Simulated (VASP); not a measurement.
Crystal: Rh.

```
CELL_PARAMETERS angstrom
0.00000 1.90299 1.90299
1.90299 0.00000 1.90299
1.90299 1.90299 0.00000
ATOMIC_POSITIONS crystal
Rh 0.00000 0.00000 0.00000
```

```yaml
Program: VASP 6.6.1
Task: relaxation of cell and atoms
Functional: LDA
Potentials_or_basis: VASP PAW LDA potentials, release 64 (Rh_pv)
Cutoff: 600 eV
k_mesh: 18 × 18 × 18
Occupations: gaussian, width 0.1 eV
Spin: no spin polarisation
```

At the start: pressure -11.1 GPa; volume 13.78 Å³/atom.

Problem. How do energy, volume and symmetry change on relaxing?

Solution. Over 4 steps the energy falls by 19.1 meV/atom and the volume is 13.26 Å³/atom (-3.8 %); space group Fm-3m (No. 225, to 0.05 Å).

The path:
```csv
step,energy change (eV),largest force (eV/Å),pressure (GPa),volume (Å³)
1,0.0000,0.0000,-11.15,13.78
2,0.1367,0.0000,42.54,11.96
3,-0.0190,0.0000,-0.60,13.28
4,-0.0191,0.0000,-0.05,13.26
```

Final structure:
```
Rh
1.0
     0.00000    1.87848    1.87848
     1.87848    0.00000    1.87848
     1.87848    1.87848    0.00000
Rh
1
Direct
  0.00000 0.00000 0.00000
```
